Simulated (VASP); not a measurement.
Level of theory: LDA (Ceperley-Alder, Perdew-Zunger), VASP's LDA PAW potentials (set 64) (plane waves; VASP).

Input for VASP

**POSCAR**
```
MoS2
1
    3.1180148052    -0.0000000000     0.0000000000
   -1.5590074026     2.7002804623     0.0000000000
    0.0000000000    -0.0000000000    20.3356284385
Mo S
2 4
Direct
  0.6666670000   0.3333330000   0.1471333821
  0.3333330000   0.6666670000   0.8528666179
  0.3333330000   0.6666670000   0.2236155679
  0.6666670000   0.3333330000   0.7763844321
  0.6666670000   0.3333330000   0.9295033036
  0.3333330000   0.6666670000   0.0704966964
```

KPOINTS:
```
Automatic mesh
0
Gamma
7 7 1
0 0 0
```

**INCAR**
```
! general
SYSTEM   =  MoS2
PREC     =  Accurate
ENCUT    =  400
LREAL    =  .FALSE.
LASPH    =  .TRUE.

! electronic loop
EDIFF    =  1E-6
NELM     =  100
ALGO     =  Normal
LMAXMIX  =  4

! smearing
ISMEAR   =  0
SIGMA    =  0.05

! ions
IBRION   =  2
NSW      =  60
ISIF     =  3
EDIFFG   =  -0.02

! output
LWAVE    =  .FALSE.
LCHARG   =  .FALSE.
```

POTCAR, in this order: Mo_sv S (LDA.64 set). Program: vasp_std.

The resulting files:

**OUTCAR**
```
 ion  position               nearest neighbor table
   1  0.667  0.333  0.147-   3 2.38   3 2.38   3 2.38   6 2.38   6 2.38   6 2.38
   2  0.333  0.667  0.853-   4 2.38   4 2.38   4 2.38   5 2.38   5 2.38   5 2.38
   3  0.333  0.667  0.224-   1 2.38   1 2.38   1 2.38
   4  0.667  0.333  0.776-   2 2.38   2 2.38   2 2.38
   5  0.667  0.333  0.930-   2 2.38   2 2.38   2 2.38
   6  0.333  0.667  0.070-   1 2.38   1 2.38   1 2.38
  LATTYP: Found a hexagonal cell.
 ALAT       =     3.1180148052
 C/A-ratio  =     6.5219794353
 Subroutine PRICEL returns:
 Original cell was already a primitive cell.
 Subroutine GETGRP returns: Found 12 space group operations
The static configuration has the point symmetry D_3d.
The dynamic configuration has the point symmetry D_3d.
 Subroutine INISYM returns: Found 12 space group operations
 Subroutine IBZKPT returns following result:
 Found      8 irreducible k-points:

 Following reciprocal coordinates:
            Coordinates               Weight
  0.000000  0.000000  0.000000      1.000000
  0.142857 -0.000000  0.000000      6.000000
  0.285714 -0.000000  0.000000      6.000000
  0.428571 -0.000000  0.000000      6.000000
  0.142857  0.142857  0.000000      6.000000
  0.285714  0.142857  0.000000     12.000000
  0.428571  0.142857  0.000000      6.000000
  0.285714  0.285714  0.000000      6.000000
   k-points           NKPTS =      8   k-points in BZ     NKDIM =      8   number of bands    NBANDS=     31
   number of dos      NEDOS =    301   number of ions     NIONS =      6
   total plane-waves  NPLWV =  56000
   dimension x,y,z NGX =    20 NGY =   20 NGZ =  140
   dimension x,y,z NGXF=    40 NGYF=   40 NGZF=  280
   ions per type =               2   4
   PREC   = accura    normal or accurate (medium, high low for compatibility)
   ISTART =      0    job   : 0-new  1-cont  2-samecut
   ICHARG =      2    charge: 1-file 2-atom 10-const
   ISPIN  =      1    spin polarized calculation?
   LNONCOLLINEAR =      F non collinear calculations
...
```

**OSZICAR**
```
       N       E                     dE             d eps       ncg     rms          rms(c)
DAV:   1     0.410477858702E+03    0.41048E+03   -0.25482E+04   584   0.122E+03
DAV:   2    -0.260941408750E+02   -0.43657E+03   -0.42942E+03   631   0.350E+02
DAV:   3    -0.508777338877E+02   -0.24784E+02   -0.24573E+02   624   0.768E+01
DAV:   4    -0.516914051984E+02   -0.81367E+00   -0.81207E+00   673   0.137E+01
DAV:   5    -0.517103286976E+02   -0.18923E-01   -0.18917E-01   619   0.213E+00    0.378E+01
DAV:   6    -0.495261905350E+02    0.21841E+01   -0.19334E+01   584   0.254E+01    0.126E+01
DAV:   7    -0.491758029451E+02    0.35039E+00   -0.85502E+00   562   0.160E+01    0.909E+00
DAV:   8    -0.488424036079E+02    0.33340E+00   -0.14970E+00   620   0.730E+00    0.261E+00
DAV:   9    -0.488549117135E+02   -0.12508E-01   -0.18537E-01   696   0.190E+00    0.131E+00
DAV:  10    -0.488428076370E+02    0.12104E-01   -0.66225E-02   620   0.152E+00    0.221E-01
DAV:  11    -0.488426581232E+02    0.14951E-03   -0.32393E-03   633   0.314E-01    0.136E-01
DAV:  12    -0.488426198177E+02    0.38305E-04   -0.37767E-04   580   0.911E-02    0.711E-02
DAV:  13    -0.488426150377E+02    0.47800E-05   -0.32352E-04   617   0.924E-02    0.311E-02
DAV:  14    -0.488426986125E+02   -0.83575E-04   -0.58624E-05   516   0.298E-02    0.148E-02
DAV:  15    -0.488428780584E+02   -0.17945E-03   -0.62629E-05   530   0.259E-02    0.215E-02
DAV:  16    -0.488430071984E+02   -0.12914E-03   -0.14418E-05   524   0.178E-02    0.911E-03
DAV:  17    -0.488430773801E+02   -0.70182E-04   -0.23269E-06   481   0.612E-03    0.737E-03
DAV:  18    -0.488431626921E+02   -0.85312E-04   -0.41421E-06   470   0.765E-03    0.239E-03
DAV:  19    -0.488431759223E+02   -0.13230E-04   -0.43248E-07   433   0.227E-03    0.131E-03
DAV:  20    -0.488431870188E+02   -0.11097E-04   -0.53791E-07   377   0.219E-03    0.155E-03
DAV:  21    -0.488431881445E+02   -0.11257E-05   -0.54605E-08   360   0.732E-04    0.605E-04
DAV:  22    -0.488431884118E+02   -0.26726E-06   -0.24562E-08   332   0.490E-04
   1 F= -.48843188E+02 E0= -.48843188E+02  d E =-.488432E+02
       N       E                     dE             d eps       ncg     rms          rms(c)
DAV:   1    -0.488462083795E+02   -0.30202E-02   -0.96368E-02   518   0.232E+00    0.481E-01
DAV:   2    -0.488439581140E+02    0.22503E-02   -0.17734E-02   614   0.802E-01    0.246E-01
DAV:   3    -0.488433798325E+02    0.57828E-03   -0.32972E-03   598   0.317E-01    0.118E-01
DAV:   4    -0.488432329324E+02    0.14690E-03   -0.49215E-04   603   0.118E-01    0.556E-02
DAV:   5    -0.488431951990E+02    0.37733E-04   -0.10607E-04   627   0.624E-02    0.204E-02
DAV:   6    -0.488431999386E+02   -0.47395E-05   -0.12420E-05   592   0.172E-02    0.120E-02
DAV:   7    -0.488432042114E+02   -0.42728E-05   -0.45251E-06   501   0.978E-03    0.383E-03
DAV:   8    -0.488432094173E+02   -0.52059E-05   -0.11438E-06   384   0.515E-03    0.195E-03
DAV:   9    -0.488432161767E+02   -0.67594E-05   -0.12955E-06   414   0.360E-03    0.196E-03
DAV:  10    -0.488432223132E+02   -0.61365E-05   -0.80600E-07   385   0.257E-03    0.130E-03
DAV:  11    -0.488432263335E+02   -0.40203E-05   -0.52893E-07   391   0.180E-03    0.726E-04
DAV:  12    -0.488432294106E+02   -0.30771E-05   -0.47680E-07   385   0.149E-03    0.426E-04
DAV:  13    -0.488432309457E+02   -0.15350E-05   -0.17845E-07   369   0.979E-04    0.221E-04
DAV:  14    -0.488432313099E+02   -0.36422E-06   -0.25204E-08   304   0.433E-04
   2 F= -.48843231E+02 E0= -.48843231E+02  d E =-.428981E-04
       N       E                     dE             d eps       ncg     rms          rms(c)
DAV:   1    -0.488440991745E+02   -0.86823E-03   -0.21731E-02   518   0.110E+00    0.228E-01
DAV:   2    -0.488435920501E+02    0.50712E-03   -0.40942E-03   607   0.385E-01    0.117E-01
DAV:   3    -0.488434585122E+02    0.13354E-03   -0.76239E-04   584   0.152E-01    0.560E-02
DAV:   4    -0.488434266308E+02    0.31881E-04   -0.11284E-04   617   0.562E-02    0.265E-02
DAV:   5    -0.488434171389E+02    0.94919E-05   -0.24441E-05   613   0.300E-02    0.941E-03
DAV:   6    -0.488434157744E+02    0.13645E-05   -0.26711E-06   460   0.832E-03    0.566E-03
DAV:   7    -0.488434152293E+02    0.54505E-06   -0.94089E-07   397   0.454E-03
   3 F= -.48843415E+02 E0= -.48843415E+02  d E =-.226818E-03
```

**OUTCAR**
```
------------------------ aborting loop because EDIFF is reached ----------------------------------------
  FORCE on cell =-STRESS in cart. coord.  units (eV):
  Direction    XX          YY          ZZ          XY          YZ          ZX
  --------------------------------------------------------------------------------------
  Total        0.1168622      0.1168622      0.0513239      0.0000000      0.0000000      0.0000000
  in kB        1.0941549      1.0941553      0.4805349      0.0000000      0.0000000      0.0000000
  external PRESSURE =       0.8896150 kB  Pullay stress =       0.0000000 kB
  volume of cell :      171.12
      direct lattice vectors                 reciprocal lattice vectors
     3.118828353  0.000000000  0.000000000     0.320633227  0.185117650  0.000000000
    -1.559414176  2.700985016  0.000000000     0.000000000  0.370235301  0.000000000
     0.000000000  0.000000000 20.313840153     0.000000000  0.000000000  0.049227521
 POSITION                                       TOTAL-FORCE (eV/Angst)
 -----------------------------------------------------------------------------------
      1.55942      0.90033      2.98907         0.000000     -0.000000      0.009573
     -0.00000      1.80066     17.32477        -0.000000      0.000000     -0.009573
     -0.00000      1.80066      4.54177        -0.000000     -0.000000      0.017652
      1.55942      0.90033     15.77207         0.000000      0.000000     -0.017652
      1.55942      0.90033     18.88055         0.000000      0.000000     -0.003006
     -0.00000      1.80066      1.43329        -0.000000     -0.000000      0.003006
 -----------------------------------------------------------------------------------
    total drift:                               -0.000000     -0.000000      0.000000
  FREE ENERGIE OF THE ION-ELECTRON SYSTEM (eV)
  ---------------------------------------------------
  free  energy   TOTEN  =       -48.8434152293 eV

  energy  without entropy=      -48.8434152293  energy(sigma->0) =      -48.84341523

 reached required accuracy - stopping structural energy minimisation
```
(Selected blocks of OUTCAR.)

**CONTCAR**
```
MoS2
   1.00000000000000
     3.1188283527782006    0.0000000000000000    0.0000000000000000
    -1.5594141763891003    2.7009850155077624    0.0000000000000000
     0.0000000000000000    0.0000000000000000   20.3138401531812960
  Mo              S
     2     4
Direct
     0.6666669999999968    0.3333330000000032    0.1471446278203296
     0.3333330000000032    0.6666669999999968    0.8528553721796704
     0.3333330000000032    0.6666669999999968    0.2235802728771911
     0.6666669999999968    0.3333330000000032    0.7764197271228089
     0.6666669999999968    0.3333330000000032    0.9294427418320063
     0.3333330000000032    0.6666669999999968    0.0705572581679937
```

The cell holds a wide vacuum, so values per volume refer to the whole cell.

The cell is a sheet with vacuum, built from a database entry that may be metastable or hypothetical.
